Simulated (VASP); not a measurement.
Calculation: PBE GGA with spin-orbit coupling, VASP's PBE PAW potentials (set 64) (plane waves; VASP).

The input files of a VASP run:

File KPOINTS:
```
Regular mesh
0
G
 5 5 3
0 0 0
```

INCAR:
```
SYSTEM = Be3Sb2
PREC = Accurate
ENCUT = 300
EDIFF = 1E-6
NELM = 100
ALGO = Normal
LREAL = .FALSE.
LASPH = .TRUE.
ISMEAR = 0
SIGMA = 0.2
GGA = PE
LMAXMIX = 4
LWAVE = .FALSE.
LCHARG = .FALSE.
ISIF = 2
LSORBIT = .TRUE.
LNONCOLLINEAR = .TRUE.
MAGMOM = 0.0 0.0 0.0 0.0 0.0 0.0 0.0 0.0 0.0 0.0 0.0 0.0 0.0 0.0 0.0
GGA_COMPAT = .FALSE.
LORBIT = 11
```

POSCAR:
```
Be3Sb2
12.4151960
  0.3208930411   0.0000000000   0.0000000000
 -0.1604465205   0.2779015329   0.0000000000
  0.0000000000   0.0000000000   0.5000000000
Sb Be
2 3
Cartesian
 -0.0000001604   0.1852677813   0.1233500000
  0.1604466810   0.0926337517   0.3766500000
  0.0000000000   0.0000000000   0.0000000000
 -0.0000001604   0.1852677813   0.3235000000
  0.1604466810   0.0926337517   0.1765000000
```

POTCAR, in this order: Sb Be (PBE.64 set). Program: vasp_ncl.

At this cut-off the stress carries a Pulay error, which pulls relaxed volumes low.

Question: Predict the energy per atom (σ→0), pressure, largest force, band gap (on the k-mesh).

Answer: 
```json
{
  "energy per atom (σ→0)": "-3.421 eV/atom",
  "band gap (on the k-mesh)": "none (metal, semimetal or under 0.01 eV)",
  "pressure": "5.04 GPa",
  "largest_force": "0.03107 Ry/bohr"
}
```

**OSZICAR**
```
...
DAV:   7    -0.171228327512E+02    0.17519E-01   -0.13269E-01   736   0.225E+00    0.203E+00
DAV:   8    -0.171204684649E+02    0.23643E-02   -0.59795E-03   720   0.539E-01    0.738E-01
DAV:   9    -0.171209170003E+02   -0.44854E-03   -0.25184E-03   712   0.372E-01    0.641E-02
DAV:  10    -0.171211054123E+02   -0.18841E-03   -0.73930E-04   704   0.187E-01    0.305E-02
DAV:  11    -0.171211552998E+02   -0.49887E-04   -0.12889E-04   704   0.796E-02    0.124E-02
DAV:  12    -0.171211587600E+02   -0.34602E-05   -0.82142E-06   712   0.208E-02    0.599E-03
DAV:  13    -0.171211581533E+02    0.60664E-06   -0.39500E-06   728   0.121E-02
   1 F= -.17121158E+02 E0= -.17107054E+02  d E =-.282082E-01  mag=    -0.0000     0.0000    -0.0000
```

The structure was generated: Be3Sb2 was put into an ordered model structure, which need not be its known phase. The cell was not relaxed at this level. The k-mesh is coarse (spacing up to 0.36 per Å, 2π included), so the numbers may not be converged in it. The run is one of a series of settings (GGA_COMPAT = .FALSE., LNONCOLLINEAR = .TRUE., LSORBIT = .TRUE., MAGMOM = 0.0 0.0 0.0 0.0 0.0 0.0 0.0 0.0 0.0 0.0 0.0 0.0 0.0 0.0 0.0, program vasp_ncl against the base run), some of them coarse on purpose.
